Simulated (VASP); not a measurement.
These are LDA (Ceperley-Alder, Perdew-Zunger), VASP's LDA PAW potentials (set 64) (plane waves; VASP) values and carry that method's errors.

VASP input:

### POSCAR
```
Tl2Au
1
   -3.6300000000     3.6300000000     2.8000000000
    3.6300000000    -3.6300000000     2.8000000000
    3.6300000000     3.6300000000    -2.8000000000
Au Tl
2 4
Direct
  0.2600080000   0.2604520000   0.0023080000
  0.7451170000   0.7462590000   0.0068420000
  0.6702110000   0.1622460000   0.8217930000
  0.1505600000   0.3375990000   0.4863400000
  0.3404520000   0.8423950000   0.1862530000
  0.8336520000   0.6510480000   0.4964640000
```

KPOINTS:
```
Automatic mesh
0
Gamma
5 5 5
0 0 0
```

**INCAR**
```
SYSTEM = Tl2Au
PREC = Accurate; ENCUT = 300; LREAL = .FALSE.
LASPH = .TRUE.
EDIFF = 1E-6; NELM = 100; ALGO = Normal
LMAXMIX = 6
ISMEAR = 0; SIGMA = 0.2
ISIF = 2
LWAVE = .FALSE.; LCHARG = .FALSE.
```

POTCAR, in this order: Au Tl_d (LDA.64 set). Program: vasp_std.

Output of the run:

File OSZICAR:
```
       N       E                     dE             d eps       ncg     rms          rms(c)
DAV:   1     0.328336035548E+03    0.32834E+03   -0.29273E+04  5560   0.105E+03
DAV:   2    -0.108345467969E+02   -0.33917E+03   -0.33147E+03  5960   0.276E+02
DAV:   3    -0.215676087960E+02   -0.10733E+02   -0.10551E+02  6232   0.426E+01
DAV:   4    -0.216792800555E+02   -0.11167E+00   -0.11151E+00  5920   0.426E+00
DAV:   5    -0.216805542386E+02   -0.12742E-02   -0.12741E-02  5996   0.497E-01    0.114E+01
DAV:   6    -0.208364469159E+02    0.84411E+00   -0.45139E+00  5840   0.102E+01    0.802E+00
DAV:   7    -0.207492281229E+02    0.87219E-01   -0.30519E-01  5768   0.306E+00    0.448E+00
DAV:   8    -0.207279256427E+02    0.21302E-01   -0.99742E-02  5804   0.147E+00    0.644E-01
DAV:   9    -0.207246190266E+02    0.33066E-02   -0.32472E-02  5764   0.108E+00    0.265E-01
DAV:  10    -0.207239537656E+02    0.66526E-03   -0.39154E-03  5916   0.330E-01    0.321E-02
DAV:  11    -0.207239650492E+02   -0.11284E-04   -0.20947E-04  5876   0.547E-02    0.216E-02
DAV:  12    -0.207239583510E+02    0.66982E-05   -0.29471E-05  4920   0.269E-02    0.390E-03
DAV:  13    -0.207239585874E+02   -0.23635E-06   -0.17037E-06  4544   0.486E-03
   1 F= -.20723959E+02 E0= -.20694178E+02  d E =-.595615E-01
```

OUTCAR:
```
------------------------ aborting loop because EDIFF is reached ----------------------------------------
  FORCE on cell =-STRESS in cart. coord.  units (eV):
  Direction    XX          YY          ZZ          XY          YZ          ZX
  --------------------------------------------------------------------------------------
  Total       -2.8252439     -2.8061942     -2.7565586     -0.0036170      0.1068065      0.0115073
  in kB      -30.6715167    -30.4647084    -29.9258526     -0.0392665      1.1595165      0.1249265
  external PRESSURE =     -30.3540259 kB  Pullay stress =       0.0000000 kB
  volume of cell :      147.58
      direct lattice vectors                 reciprocal lattice vectors
    -3.630000000  3.630000000  2.800000000     0.000000000  0.137741047  0.178571429
     3.630000000 -3.630000000  2.800000000     0.137741047  0.000000000  0.178571429
     3.630000000  3.630000000 -2.800000000     0.137741047  0.137741047  0.000000000
 POSITION                                       TOTAL-FORCE (eV/Angst)
 -----------------------------------------------------------------------------------
      0.00999      0.00677      1.45083        -0.177359     -0.075036     -0.495784
      0.02898      0.02069      4.15670        -0.124505     -0.091865      0.491277
      1.13920      4.82702      0.02986        -0.103398     -0.162392     -0.076135
      2.44437      1.08646      0.00509         0.206811      0.051877     -0.021278
      2.49815     -1.14595      2.79046         0.143311      0.026258      0.042176
      1.13931      2.46502      2.76706         0.055141      0.251159      0.059744
 -----------------------------------------------------------------------------------
    total drift:                               -0.000344     -0.000280      0.000206
  FREE ENERGIE OF THE ION-ELECTRON SYSTEM (eV)
  ---------------------------------------------------
  free  energy   TOTEN  =       -20.7239585874 eV

  energy  without entropy=      -20.6643970393  energy(sigma->0) =      -20.69417781
```
(Selected blocks of OUTCAR.)

At this cut-off the stress carries a Pulay error, which pulls relaxed volumes low.

The structure comes from a measured Tl2Au entry of the Crystallography Open Database, whose conditions weren't checked. The cell was not relaxed at this level, atoms are displaced from their ideal sites.
